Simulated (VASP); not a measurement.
The input files of a VASP run:

**INCAR**
```
SYSTEM = Li
PREC = Accurate
ENCUT = 520
EDIFF = 1E-6
NELM = 60
ALGO = VeryFast
LREAL = .FALSE.
LASPH = .TRUE.
ISMEAR = 1
SIGMA = 0.1
GGA = PE
LWAVE = .FALSE.
LCHARG = .FALSE.
ISIF = 2
NELMDL = -1
```

POSCAR:
```
Li
1
   -1.7799000000     1.7799000000     1.7799000000
    1.7799000000    -1.7799000000     1.7799000000
    1.7799000000     1.7799000000    -1.7799000000
Li
1
Direct
  0.0000000000   0.0000000000   0.0000000000
```

File KPOINTS:
```
Automatic mesh
0
Gamma
11 11 11
0 0 0
```

POTCAR, in this order: Li_sv (PBE.64 set). Program: vasp_std.

What VASP printed:

standard output:
```
...
RMM:  21     0.147844811939E+03   -0.90358E-01   -0.88985E-01  1120   0.120E+01    0.200E-01
RMM:  22     0.147702033042E+03   -0.14278E+00   -0.14165E+00  1120   0.116E+01    0.102E-01
RMM:  23     0.147597346838E+03   -0.10469E+00   -0.10274E+00  1120   0.112E+01    0.219E-01
RMM:  24     0.147460734996E+03   -0.13661E+00   -0.13568E+00  1120   0.108E+01    0.425E-01
RMM:  25     0.147374464911E+03   -0.86270E-01   -0.86039E-01  1120   0.103E+01    0.593E-01
RMM:  26     0.147289759675E+03   -0.84705E-01   -0.84915E-01  1120   0.997E+00    0.733E-01
RMM:  27     0.147213266789E+03   -0.76493E-01   -0.76225E-01  1120   0.970E+00    0.788E-01
RMM:  28     0.147131883209E+03   -0.81384E-01   -0.81955E-01  1120   0.945E+00    0.962E-01
RMM:  29     0.147057479832E+03   -0.74403E-01   -0.76240E-01  1120   0.918E+00    0.117E+00
RMM:  30     0.146981375982E+03   -0.76104E-01   -0.79203E-01  1120   0.890E+00    0.137E+00
RMM:  31     0.146907041549E+03   -0.74334E-01   -0.78205E-01  1120   0.861E+00    0.163E+00
RMM:  32     0.146852874576E+03   -0.54167E-01   -0.60119E-01  1119   0.832E+00    0.181E+00
RMM:  33     0.146789703349E+03   -0.63171E-01   -0.67808E-01  1120   0.807E+00    0.199E+00
RMM:  34     0.146737035862E+03   -0.52667E-01   -0.58158E-01  1120   0.785E+00    0.217E+00
RMM:  35     0.146679426232E+03   -0.57610E-01   -0.63168E-01  1120   0.760E+00    0.238E+00
RMM:  36     0.146634094715E+03   -0.45332E-01   -0.51808E-01  1120   0.741E+00    0.257E+00
RMM:  37     0.146582124058E+03   -0.51971E-01   -0.58112E-01  1120   0.717E+00    0.279E+00
RMM:  38     0.146547434089E+03   -0.34690E-01   -0.42082E-01  1119   0.697E+00    0.296E+00
RMM:  39     0.146503920404E+03   -0.43514E-01   -0.49805E-01  1120   0.675E+00    0.317E+00
RMM:  40     0.146478698044E+03   -0.25222E-01   -0.32435E-01  1119   0.657E+00    0.332E+00
RMM:  41     0.146445163306E+03   -0.33535E-01   -0.39120E-01  1117   0.640E+00    0.347E+00
RMM:  42     0.146413204158E+03   -0.31959E-01   -0.37241E-01  1120   0.626E+00    0.363E+00
RMM:  43     0.146381099570E+03   -0.32105E-01   -0.37319E-01  1119   0.607E+00    0.379E+00
RMM:  44     0.146358983952E+03   -0.22116E-01   -0.27692E-01  1119   0.594E+00    0.390E+00
RMM:  45     0.146331579461E+03   -0.27404E-01   -0.31914E-01  1120   0.580E+00    0.404E+00
RMM:  46     0.146309955397E+03   -0.21624E-01   -0.26031E-01  1120   0.568E+00    0.415E+00
RMM:  47     0.146282670068E+03   -0.27285E-01   -0.33233E-01  1118   0.556E+00    0.438E+00
RMM:  48     0.146264524777E+03   -0.18145E-01   -0.22825E-01  1118   0.544E+00    0.452E+00
RMM:  49     0.146238334118E+03   -0.26191E-01   -0.30061E-01  1120   0.531E+00    0.467E+00
RMM:  50     0.146219849442E+03   -0.18485E-01   -0.23147E-01  1120   0.520E+00    0.477E+00
RMM:  51     0.146194478818E+03   -0.25371E-01   -0.29231E-01  1119   0.508E+00    0.490E+00
RMM:  52     0.146174600373E+03   -0.19878E-01   -0.24987E-01  1116   0.500E+00    0.511E+00
RMM:  53     0.146153147124E+03   -0.21453E-01   -0.26014E-01  1118   0.488E+00    0.524E+00
RMM:  54     0.146134715832E+03   -0.18431E-01   -0.22999E-01  1120   0.477E+00    0.536E+00
RMM:  55     0.146114433043E+03   -0.20283E-01   -0.25342E-01  1120   0.467E+00    0.548E+00
RMM:  56     0.146097286774E+03   -0.17146E-01   -0.21544E-01  1119   0.458E+00    0.560E+00
RMM:  57     0.146080018099E+03   -0.17269E-01   -0.21234E-01  1118   0.449E+00    0.571E+00
RMM:  58     0.146064746123E+03   -0.15272E-01   -0.20094E-01  1120   0.440E+00    0.575E+00
RMM:  59     0.146051339489E+03   -0.13407E-01   -0.18348E-01  1120   0.431E+00    0.576E+00
RMM:  60     0.146034941159E+03   -0.16398E-01   -0.19646E-01  1118   0.422E+00

 -----------------------------------------------------------------------------
|                                                                             |
|           W    W    AA    RRRRR   N    N  II  N    N   GGGG   !!!           |
|           W    W   A  A   R    R  NN   N  II  NN   N  G    G  !!!           |
|           W    W  A    A  R    R  N N  N  II  N N  N  G       !!!           |
|           W WW W  AAAAAA  RRRRR   N  N N  II  N  N N  G  GGG   !            |
|           WW  WW  A    A  R   R   N   NN  II  N   NN  G    G                |
|           W    W  A    A  R    R  N    N  II  N    N   GGGG   !!!           |
|                                                                             |
|     The electronic self-consistency was not achieved in the given           |
|     number of steps (NELM). The forces and other quantities evaluated       |
|     might not be reliable so examine the results carefully. If you find     |
|     spurious results, we suggest increasing NELM, if you were close to      |
|     convergence or switching to a different ALGO or adjusting the           |
|     density mixing parameters otherwise.                                    |
|                                                                             |
 -----------------------------------------------------------------------------

   1 F= 0.14603494E+03 E0= 0.14603511E+03  d E =-.513159E-03
```

File OUTCAR:
```
------------------------ aborting loop EDIFF was not reached (unconverged)  ----------------------------
  FORCE on cell =-STRESS in cart. coord.  units (eV):
  Direction    XX          YY          ZZ          XY          YZ          ZX
  --------------------------------------------------------------------------------------
  Total       -0.3266135     -0.3266135     -0.3266135     -0.0000000     -0.0000000      0.0000000
  in kB      -23.2005284    -23.2005284    -23.2005284     -0.0000000     -0.0000000      0.0000000
  external PRESSURE =     -23.2005284 kB  Pullay stress =       0.0000000 kB
  volume of cell :       22.56
      direct lattice vectors                 reciprocal lattice vectors
    -1.779900000  1.779900000  1.779900000     0.000000000  0.280914658  0.280914658
     1.779900000 -1.779900000  1.779900000     0.280914658  0.000000000  0.280914658
     1.779900000  1.779900000 -1.779900000     0.280914658  0.280914658  0.000000000
 POSITION                                       TOTAL-FORCE (eV/Angst)
 -----------------------------------------------------------------------------------
      0.00000      0.00000      0.00000        -0.000000      0.000000     -0.000000
 -----------------------------------------------------------------------------------
    total drift:                                0.000000      0.000000     -0.000000
  FREE ENERGIE OF THE ION-ELECTRON SYSTEM (eV)
  ---------------------------------------------------
  free  energy   TOTEN  =       146.0349411595 eV

  energy  without entropy=      146.0354543181  energy(sigma->0) =      146.03511221
```
(Selected blocks of OUTCAR.)

Problem. From input and log, find the fault in this run and mend it.

Solution. The cause: ALGO = VeryFast starts from random orbitals with almost no delay (NELMDL = -1). Convergence was not reached. Against the sound run, the energy per atom (σ→0) rises by 147.933 eV/atom; the pressure falls by 1.01 GPa. To mend it, set ALGO = Normal, remove NELMDL.

The mended run (PBE GGA, plane waves, VASP's PBE PAW potentials (set 64)) converges, and its OSZICAR ends with
```
   1 F= -.18985842E+01 E0= -.18983525E+01  d E =-.694981E-03
```

The compound is Li in the bcc structure. The cell was not relaxed at this level.
